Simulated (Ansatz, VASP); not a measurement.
# SnSe2 in two plane-wave programs

Wanted: the spread between two codes on one cell, functional and k mesh. The structure shown is the start of the Ansatz relaxation below; VASP solves that cell, so the two are compared at the walk's first step.

Calculated with Ansatz 0.2.0; plane waves, with VASP 6.6.1 beside it; single point at PBE.

## 1. The starting structure

The cell holds 3 atoms: 1 Sn and 2 Se. Cell: a = 3.794 Å, b = 3.794 Å, c = 30.460 Å, α = 90.0°, β = 90.0°, γ = 120.0°. It derives from SnSe2. Vacuum lies along c.

## 2. Ansatz: relaxation, PBE

Ansatz runs on its PAW soft_1 files.

The two programs are compared at the cell with which this relaxation starts, whose forces are those of its first step.

Input file input.yaml:

```yaml
crystal:
  lattice:
    - [3.7941949, 0.0, 0.0]
    - [-1.89709745, 3.2858691703, 0.0]
    - [0.0, 0.0, 30.46]
  atoms:
    - { symbol: Sn, position: [0.3333333333, 0.6666666667, 0.3282994091] }
    - { symbol: Se, position: [0.7510060347, 0.4176727013, 0.384945277] }
    - { symbol: Se, position: [0.5823272987, 0.2489939653, 0.2716535412] }
  periodic: [true, true, false]
kpoints:
  mp_grid: { grid: [12, 12, 1] }
hamiltonian:
  xc: pbe
  pseudopotentials: { kind: paw, azcp: { folder: soft_1 } }
scf:
  occupations: { method: gaussian, width: 0.1 }
output:
  forces: true
  stress: true
  eigenvalues: true
  write_density: true
  write_potential: true
  elf: true
  volumetric_format: npy
relax:
  adjacent_minimum: "off"
  f_tol: 0.002
  max_steps: 120
  cell: { stress_2d_tol: 0.005 }
```

On the command line:

```bash
> ansatz run input.yaml --threads 4 --pin off --max-ram 16384MiB --backend cpu --events-out ev --progress --plain --runs-dir out
```

Numbers of over 12 decimals in the logs are rounded to 6 here.

Log:

```text
Engine: ansatz 0.2.0, aarch64-unknown-linux-gnu
Pseudopotentials: kind: paw
Pseudopotential: Sn, paw, valence charge 14, recommended cutoff 420 eV (normal), soft_1/Sn.paw.azcp
Pseudopotential: Se, paw, valence charge 16, recommended cutoff 420 eV (normal), soft_1/Se.paw.azcp
Functional definition: PBE
  parameter kappa = 0.804
  parameter beta = 0.066725
  exchange = pbe_x(kappa = kappa, mu = beta*pi^2/3)
  correlation = pbe_c(beta = beta)
Crystal: 3 atoms, lattice volume = 379.752 Å³
Basis set: ecut = 420 eV, 7445 PW (Γ), exchange–correlation on 54×54×432 points (8 copies of the dense FFT grid, shifted against one another)
Bands: 28, of which v1, the nominal top of the filled ones, is band 23 counted from 1 (22 counted from 0)
Symmetry: 2 space group operations
Space group: C2 (ITA 5), of the structure as read, at distance tolerance 7.2e-5 Å
k-points: 43 of 144 (time reversal used)
Non-local potential: Sn, projectors of the file, l = 0: 2, l = 1: 2, l = 2: 2, l = 3: 1
Non-local potential: Se, projectors of the file, l = 0: 2, l = 1: 2, l = 2: 3, l = 3: 1
PAW form: soft (Blöchl's): semilocal exchange-correlation on the pseudo side does not see the compensation charge
PAW one-centre angular grid: Sn, 590 points (default); XC on 64 Gauss nodes
PAW one-centre angular grid: Se, 590 points (default); XC on 64 Gauss nodes
Initial density: superposition of atomic densities (neutral atoms: chi_scale 0, normalization atom)
Initial wavefunctions: pseudopotential atomic-orbital guess
Functional: x = pbe(κ = 0.804, μ = 0.219515), c = pbe(β = 0.066725)
iter 1 solved again at ethr=2.93e-3 eV; its pass at ethr=3.10e-3 eV (dr2=1.35e0 eV) is discarded
SCF iter   1: F=—  HF=-16963.185141 eV  |F-HF|=—  |Δ(HF+E_count)|=         —  Δρ=1.43e-2  dr2=1.36e0  ethr=2.93e-3  ⟨swp⟩=1.0  Hψ=9479  notcnv=0
preconditioner: auto → Resta (q_TF=auto, 1.919 Å⁻¹)  ε∞=1.6  [insulator: Δε(μ)=0.738 eV  Ē_g=9.642 eV  σ=0.100 eV  W_gap=1.00  n_scr=24 (ndim 8)  ℏωp=7.6 eV  f_vac=0.761  D(μ)=0.00/eV (n_scr^D=0)  ε∞_Penn≈1.6  vacuum switching on, ρ_ref=6.7e-3 e/Å³]
SCF iter   2: F=—  HF=-16962.843387 eV  |F-HF|=—  |Δ(HF+E_count)|=   3.42e-1  Δρ=6.20e-3  dr2=2.21e-1  ethr=2.93e-3  ⟨swp⟩=4.5  Hψ=2331  notcnv=0  defer=1
SCF iter   3: F=—  HF=-16962.807013 eV  |F-HF|=—  |Δ(HF+E_count)|=   3.64e-2  Δρ=3.32e-3  dr2=4.86e-2  ethr=4.81e-4  ⟨swp⟩=3.3  Hψ=2324  notcnv=0  defer=34
SCF iter   4: F=—  HF=-16962.801044 eV  |F-HF|=—  |Δ(HF+E_count)|=   5.97e-3  Δρ=8.86e-4  dr2=2.49e-3  ethr=1.06e-4  ⟨swp⟩=2.9  Hψ=1737  notcnv=0  defer=34
SCF iter   5: F=—  HF=-16962.801168 eV  |F-HF|=—  |Δ(HF+E_count)|=   1.24e-4  Δρ=1.59e-4  dr2=1.19e-4  ethr=5.41e-6  ⟨swp⟩=2.9  Hψ=1936  notcnv=0  defer=34
SCF iter   6: F=—  HF=-16962.801202 eV  |F-HF|=—  |Δ(HF+E_count)|=   3.36e-5  Δρ=5.23e-5  dr2=6.43e-6  ethr=2.58e-7  ⟨swp⟩=3.8  Hψ=2567  notcnv=0  defer=34
SCF iter   7: F=—  HF=-16962.801247 eV  |F-HF|=—  |Δ(HF+E_count)|=   4.54e-5  Δρ=1.44e-5  dr2=6.99e-7  ethr=1.40e-8  ⟨swp⟩=3.0  Hψ=2101  notcnv=0  defer=34
iter 8 did not close the SCF: its close was put off until two iterations running show no level that it waits for move by more than its bar (scf_convergence_deferred on its scf_iter line)
SCF iter   8: F=-16962.801247 eV  HF=-16962.801247 eV  |F-HF|=1.57e-8  |Δ(HF+E_count)|=   1.50e-7  Δρ=3.20e-6  dr2=2.02e-8  ethr=2.17e-10  ⟨swp⟩=25.3  Hψ=12793  notcnv=0
iter 9 did not close the SCF: its close was put off until two iterations running show no level that it waits for move by more than its bar (scf_convergence_deferred on its scf_iter line)
SCF iter   9: F=-16962.801247 eV  HF=-16962.801247 eV  |F-HF|=7.31e-10  |Δ(HF+E_count)|=   5.17e-9  Δρ=7.14e-7  dr2=3.37e-9  ethr=4.39e-11  ⟨swp⟩=8.8  Hψ=8530  notcnv=0
SCF iter  10: F=-16962.801247 eV  HF=-16962.801247 eV  |F-HF|=4.51e-10  |Δ(HF+E_count)|=   1.54e-9  Δρ=1.59e-7  dr2=7.34e-11  ethr=7.33e-12  ⟨swp⟩=8.9  Hψ=8138  notcnv=0
SCF 1 converged in 10 iterations: F = -16962.801247 eV  dr2 = 7.34e-11
  greatest PAW one-centre occupation: 1.000 electrons in one spin orbital (limit 2), on the Se atom at site 2 (counted from 0), in its partial waves of l = 2
relax step   1: F+E_penalty+E_count = -16962.80124700 eV  Δ(F+E_penalty+E_count) = +0.000e0 eV  max|allowed force component| = 4.578e-1 eV/Å  Δτ_max = 0.0000 Å  P = +1.025 N/m  Ω = 379.752 Å³  fix = [c, alpha, beta]  reactions: c +0.000 N/m; alpha +0.000, beta +0.000 N/m/rad  (10 SCF iters, dr2 threshold 1.00e-7 eV, accepted)
[...]
relax step  28: F+E_penalty+E_count = -16963.31499383 eV  Δ(F+E_penalty+E_count) = -1.408e-6 eV  max|allowed force component| = 4.555e-5 eV/Å  Δτ_max = 0.0004 Å  P = -0.000 N/m  Ω = 477.149 Å³  energy of the carried Pulay correction = -3.619e-5 eV  fix = [c, alpha, beta]  reactions: c -0.000 N/m; alpha -0.000, beta -0.000 N/m/rad  (9 SCF iters, accepted)
[...]
relax step  29: F+E_penalty+E_count = -16963.31505248 eV  Δ(F+E_penalty+E_count) = -5.865e-5 eV  max|allowed force component| = 2.625e-5 eV/Å  Δτ_max = 0.0000 Å  P = -0.000 N/m  Ω = 477.149 Å³  fix = [c, alpha, beta]  reactions: c -0.000 N/m; alpha -0.000, beta -0.000 N/m/rad  stress off target by 1.13e-3 N/m on what of the cell is left free  SCF on the basis re-selected at this cell (its energy is not comparable with the rows above)  (10 SCF iters)
basis re-selected at this cell: Δ(F+E_penalty+E_count) = -5.865e-5 eV, ΔP = -0.000 N/m vs the last step (what re-selecting the basis moved, of the pressure what is left beyond the Pulay correction that the steps carried, after the strain that the cell walked since its last selection, with what the two solves' SCF thresholds leave and, on support functions, any second-order correction that the steps lacked; it is no m [...]
WARN: The output density's exchange-correlation potential varies sharply where the density is thin. Do not read a vacuum level from v_tot or v_xc, or from such a field of the output density. On a cell that repeats whose density bears no net charge and no dipole along the vacuum's axis use v_es (v_loc + v_h of the components); under efield.dipole_correction with no amplitude use v_es + v_field, which holds any externa [...]
SCF converged after 10 iterations
Free energy (F): -16963.315052 eV
Harris-Foulkes:  -16963.315052 eV  (|F-HF|=6.55e-11)
Internal energy: -16963.315052 eV  (E = F + TS)
E sigma→0 (E₀):  -16963.315052 eV
Fermi energy:    -4.940768 eV
--- Per-component energies (eV) ---
  E_band       = -1489.783341
  E_kinetic    = 387.006785
  E_local      = -79840.558661  (includes V_loc(G=0)·N_el)
  E_nonlocal   = -563.325568
  E_hartree    = 39744.058935
  E_xc         = -293.982148
  E_vxc        = -258.172313  (∫ρ·V_xc dr)
  E_paw        = -8631.477037  (= ΣΔE_a)
  E_vpaw       = -702.851027  (= ΣTr[D̂ρ^β])
  E_aug_tail   = -0.000421  (compensation charges beyond the density's cutoff)
  E_ewald      = 32234.963063
  E_smearing   = -0.000000  (= −TS)
  E_closure    = -0.000000  (closes the sum)
  Σ components = -16963.315052   (vs F -16963.315052, Δ=0.00e0)
--- Forces (eV/Å), atoms counted from 1 ---
  atom   1  Sn    -0.00000295     0.00000171     0.00000000
  atom   2  Se    -0.00001319    -0.00002625     0.00001003
  atom   3  Se     0.00001614     0.00002454    -0.00001003
  max |Σ_I F_I| component: 6.39e-10 eV/Å
--- 2D stress c σ (N/m, compression-positive) ---
       -0.000691       0.000767      -0.000000
        0.000767       0.000195       0.000000
       -0.000000       0.000000      -0.000000
  P = ½ c Tr σ = -0.0002 N/m
--- Band table (eV; the first three rows and the last of 43) ---
  k-point 0: bands = [... 19 lower, -7.7104, -7.1263, -5.6816, -5.6806, -4.5187, -3.5041, -0.5769 (-0.5778°), -0.3719, ... 1 higher]
  k-point 1: bands = [... 19 lower, -7.6898, -7.1375, -5.8549, -5.6630, -4.3637, -3.2207, -0.7736 (-0.7738°), -0.4009, ... 1 higher]
  k-point 2: bands = [... 19 lower, -7.6244, -7.2279, -6.1999, -5.6120, -4.1999, -2.4722, -1.2138 (-1.2138°), -0.3523, ... 1 higher]
  k-point 42: bands = [... 19 lower, -8.1059, -8.0951, -7.3957, -6.7219, -3.8344, -2.4141, -2.4014, 0.7576, ... 1 higher]
  ° read free of the cell's end (the report's vacuum.weakly_bound_levels)
--- Relaxed structure (26 steps of the walk, 23 accepted, 3 SCFs on fresh bases) ---
  F+E_penalty+E_count = -16963.31505248 eV   max|allowed force component| = 2.625e-5 eV/Å   (the final SCF, on the basis selected at the relaxed cell)
  cell:  # Å, volume = 477.1488 Å³
    - [3.824869, 1.017470, 0]
    - [-1.031280, 3.821169, 0]
    - [0, 0, 30.46]
  atoms:
    - { symbol: Sn, position: [0.388892, 0.611108, 0.328299] }
    - { symbol: Se, position: [0.888892, 0.611117, 0.382545] }
    - { symbol: Se, position: [0.388883, 0.111108, 0.274054] }
```

The column dr2 measures how far the density is from self-consistency, as an energy; F and HF (Harris–Foulkes) agree once it is small.

## 3. VASP: single point, PBE, start cell

The same cell, functional, mesh and smearing now go to VASP, with its own data sets.

Lines of VASP's logs that name or quote its potential files are left out, and so is its time.

Input file INCAR:

```
SYSTEM = SnSe2
PREC = Accurate
ENCUT = 400
EDIFF = 1E-06
NELM = 120
ISMEAR = 0
SIGMA = 0.1
LREAL = .FALSE.
ALGO = Normal
GGA = PE
NBANDS = 19
LORBIT = 11
LWAVE = .FALSE.
LCHARG = .FALSE.
ISIF = 2
LDIPOL = .TRUE.
IDIPOL = 3
DIPOL = 0.5 0.5 0.328
LVHAR = .TRUE.
LASPH = .TRUE.
GGA_COMPAT = .FALSE.
EFERMI = MIDGAP
NELMDL = -8
KPAR = 2
```

Input file POSCAR:

```
SnSe2
1.0
    3.7941950000      0.0000000000      0.0000000000
   -1.8970970000      3.2858690000      0.0000000000
    0.0000000000      0.0000000000     30.4600000000
Sn Se
1 2
Direct
    0.3333331948      0.6666665652      0.3282994091
    0.7510058800      0.4176727678      0.3849452725
    0.5823272034      0.2489941017      0.2716535456
```

Input file KPOINTS:

```
Automatic mesh
0
Gamma
12 12 1
0 0 0
```

Potentials, in the order of the species: Sn_d and Se (PBE family, release 64).

On the command line:

```bash
> mpirun -np 2 vasp_std
```

Log:

```text
[banner, memory and clock lines left out]
running    2 mpi-ranks, on    1 nodes
 distrk:  each k-point on    1 cores,    2 groups
 distr:  one band on    1 cores,    1 groups

 POSCAR found type information on POSCAR SnSe
 POSCAR found :  2 types and       3 ions
 LDA part: xc-table for (Slater+PW92), standard interpolation
 POSCAR, INCAR and KPOINTS ok, starting setup
 FFT: planning ... GRIDC
 FFT: planning ... GRID_SOFT
 FFT: planning ... GRID
 WAVECAR not read
 entering main loop
       N       E                     dE             d eps       ncg     rms          rms(c)
DAV:   1     0.163654490369E+03    0.16365E+03   -0.94457E+03  1978   0.841E+02
DAV:   2     0.753104984444E+01   -0.15612E+03   -0.15261E+03  2171   0.208E+02
DAV:   3    -0.111148680761E+02   -0.18646E+02   -0.18557E+02  2159   0.825E+01
DAV:   4    -0.115488194787E+02   -0.43395E+00   -0.43356E+00  2109   0.160E+01
DAV:   5    -0.115593252966E+02   -0.10506E-01   -0.10505E-01  2366   0.247E+00
DAV:   6    -0.115594650626E+02   -0.13977E-03   -0.13977E-03  2119   0.231E-01
DAV:   7    -0.115594717409E+02   -0.66783E-05   -0.66783E-05  2456   0.425E-02
DAV:   8    -0.115594717995E+02   -0.58584E-07   -0.58413E-07  1832   0.436E-03    0.483E+00
DAV:   9    -0.112154610599E+02    0.34401E+00   -0.86140E-01  2275   0.846E+00    0.312E+00
DAV:  10    -0.111854911486E+02    0.29970E-01   -0.26845E-01  1875   0.325E+00    0.570E-01
DAV:  11    -0.111827021326E+02    0.27890E-02   -0.27315E-02  2021   0.146E+00    0.310E-01
DAV:  12    -0.111829178988E+02   -0.21577E-03   -0.26760E-03  1849   0.352E-01    0.793E-02
DAV:  13    -0.111829304289E+02   -0.12530E-04   -0.18815E-04  2336   0.126E-01    0.401E-02
DAV:  14    -0.111829517390E+02   -0.21310E-04   -0.10943E-04  1900   0.540E-02    0.121E-02
DAV:  15    -0.111829644985E+02   -0.12760E-04   -0.54507E-06  2036   0.157E-02    0.106E-02
DAV:  16    -0.111830279946E+02   -0.63496E-04   -0.16702E-05  1703   0.148E-02    0.443E-03
DAV:  17    -0.111830699199E+02   -0.41925E-04   -0.27589E-06  1460   0.605E-03    0.467E-03
DAV:  18    -0.111831262893E+02   -0.56369E-04   -0.51414E-06  1477   0.912E-03    0.223E-03
DAV:  19    -0.111831322267E+02   -0.59374E-05   -0.16074E-07  1757   0.288E-03    0.112E-03
DAV:  20    -0.111831443523E+02   -0.12126E-04   -0.30753E-07  1556   0.233E-03    0.899E-04
DAV:  21    -0.111831482673E+02   -0.39150E-05   -0.49352E-08  1616   0.113E-03    0.525E-04
DAV:  22    -0.111831509759E+02   -0.27086E-05   -0.52270E-08  1601   0.725E-04    0.195E-04
DAV:  23    -0.111831520813E+02   -0.11054E-05   -0.25467E-08  1554   0.493E-04    0.173E-04
DAV:  24    -0.111831528637E+02   -0.78242E-06   -0.75871E-09  1401   0.311E-04
   1 F= -.11183153E+02 E0= -.11183129E+02  d E =-.480680E-04
```

From OUTCAR (step 3):

```text
ion  position               nearest neighbor table
   1  0.333  0.667  0.328-   2 2.58   3 2.58   3 2.81   2 2.81   3 3.02   2 3.02
   2  0.751  0.418  0.385-   1 2.58   1 2.81   1 3.02
   3  0.582  0.249  0.272-   1 2.58   1 2.81   1 3.02

  LATTYP: Found a hexagonal cell.
 ALAT       =     3.7941950000
 C/A-ratio  =     8.0280533815

 Subroutine GETGRP returns: Found  2 space group operations
 (whereof  1 operations were pure point group operations)

The static configuration has the point symmetry C_1 .
 The point group associated with its full space group is C_2 .

 Found     43 irreducible k-points:

   k-points           NKPTS =     43   k-points in BZ     NKDIM =     43   number of bands    NBANDS=     19

   dimension x,y,z NGX =    28 NGY =   28 NGZ =  200
   dimension x,y,z NGXF=    56 NGYF=   56 NGZF=  400

   ENCUT  =  400.0 eV  29.40 Ry    5.42 a.u.   6.19  6.19 49.67*2*pi/ulx,y,z

   NELECT =      26.0000    total number of electrons

 k-points in reciprocal lattice and weights: Automatic mesh
   0.00000000  0.00000000  0.00000000       0.007
   0.08333333  0.00000000  0.00000000       0.028
  -0.08333333  0.08333333  0.00000000       0.014
   0.16666667  0.00000000  0.00000000       0.028
  -0.16666667  0.16666667  0.00000000       0.014
   0.25000000  0.00000000  0.00000000       0.028
  -0.25000000  0.25000000  0.00000000       0.014
   0.33333333  0.00000000  0.00000000       0.028
  -0.33333333  0.33333333  0.00000000       0.014
[...]
0.41666667  0.33333333  0.00000000       0.028
   0.33333333  0.33333333  0.00000000       0.014

 dipolmoment           0.000000      0.000000      0.000002 electrons x Angstroem

 average (electrostatic) potential at core
       1-110.8224       2 -61.3448       3 -61.3448

 E-fermi :  -3.2683

 k-point     1 :       0.0000    0.0000    0.0000
  band No.  band energies     occupation
    ...
      9      -5.5094      2.00000
     10      -4.4185      2.00000
     11      -4.1175      2.00000
     12      -3.5740      1.99998
     13      -3.4368      1.98284
     14      -2.7147      0.00000
     15      -0.2888      0.00000
     16       0.7947      0.00000
     17       1.0334      0.00000
     18       1.6083      0.00000
    ...

 k-point     2 :       0.0833    0.0000    0.0000
  band No.  band energies     occupation
    ...
      9      -5.5597      2.00000
     10      -4.8331      2.00000
     11      -4.3947      2.00000
     12      -3.8520      2.00000
     13      -3.5439      1.99990
     14      -2.3522      0.00000
     15      -0.0032      0.00000
     16       0.6898      0.00000
     17       1.0458      0.00000
     18       1.7244      0.00000
    ...

 k-point     3 :      -0.0833    0.0833    0.0000
  band No.  band energies     occupation
    ...
      9      -5.5114      2.00000
     10      -4.9967      2.00000
     11      -4.3479      2.00000
     12      -3.6876      2.00000
     13      -3.6756      2.00000
     14      -2.2678      0.00000
     15      -0.0029      0.00000
     16       0.4914      0.00000
     17       1.1830      0.00000
     18       1.7230      0.00000
    ...

  Total        0.4825723      1.1188277     -0.2124591      0.5510137      0.2267051      0.1308881
  in kB        2.0359786      4.7203476     -0.8963676      2.3247336      0.9564716      0.5522183
  external PRESSURE =       1.9533196 kB  Pullay stress =       0.0000000 kB

  energy-cutoff  :      400.00
  volume of cell :      379.75
      direct lattice vectors                 reciprocal lattice vectors
     3.794195000  0.000000000  0.000000000     0.263560518  0.152166708  0.000000000
    -1.897097000  3.285869000  0.000000000     0.000000000  0.304333496  0.000000000
     0.000000000  0.000000000 30.460000000     0.000000000  0.000000000  0.032829941

 POSITION                                       TOTAL-FORCE (eV/Angst)
 -----------------------------------------------------------------------------------
      0.00000      2.19058     10.00000         0.458121     -0.264496      0.000000
      2.05710      1.37242     11.72543        -0.191031      0.198118     -0.053236
      1.73710      0.81816      8.27457        -0.267091      0.066378      0.053236
 -----------------------------------------------------------------------------------
    total drift:                                0.000048      0.000260      0.000038

  FREE ENERGIE OF THE ION-ELECTRON SYSTEM (eV)
  ---------------------------------------------------
  free  energy   TOTEN  =       -11.1831528637 eV

  energy  without entropy=      -11.1831047957  energy(sigma->0) =      -11.18312883

 vacuum level on the upper side and lower side of the slab         2.056         2.056

 total charge
# of ion       s       p       d       tot
------------------------------------------
    1        1.097   0.974  10.065  12.137
    2        1.489   2.279   0.025   3.792
    3        1.489   2.279   0.025   3.792
--------------------------------------------------
tot          4.075   5.533  10.115  19.722

[... 3 further parts left out ...]
```

The run ends at a pressure of 0.20 GPa, with forces up to 0.53 eV/Å.

## 4. Side by side

Known differences besides the potentials themselves: Ansatz cuts the interaction across the vacuum, VASP repeats the sheet with a dipole correction; the data sets hold 46 valence electrons in Ansatz (on its PAW soft_1 files) and 26 in VASP; the cutoff is 420 eV in Ansatz and 400 eV in VASP. Total energies have different zeros and are not compared.

Forces (eV/Å; atoms numbered as in POSCAR):

```tsv
atom	Ansatz x, y, z	VASP x, y, z
Sn1	0.458, -0.264, 0.000	0.458, -0.264, 0.000
Se2	-0.191, 0.197, -0.067	-0.191, 0.198, -0.053
Se3	-0.267, 0.067, 0.067	-0.267, 0.066, 0.053
```

The forces differ by 6.4 meV/Å r.m.s., which is 2.9 % of the r.m.s. force of 0.220 eV/Å (both taken over all components). With vacuum in the cell, a pressure given here is an average over mostly empty space and none of the material.

## 5. Outcome

- r.m.s. force difference (single point, PBE, start cell): 2.9 % of the r.m.s. force

In words: The r.m.s. force difference is 2.9 % of the r.m.s. force (single point, PBE, start cell), at about the 3 % picked in this series as the mark of a large difference. The data sets hold unlike numbers of valence electrons (46 in Ansatz and 26 in VASP), so part of the differences comes from the potentials. 1 further run of this series is not shown here. How closely two codes agree says nothing of how well the functional describes the real material.

[Lines on the potential files, build, host, timing and source positions are cut from VASP's logs without a mark.]

[Logs are printed without paths, hosts, clocks, repeated set-up lines and the standing remarks that a program may print on its own settings, such as how far it seeks lower states.]

[Hosts, paths, dates, database ids (printed as entryN), source tags and the programs' standing remarks are cut or masked in the printed files.]
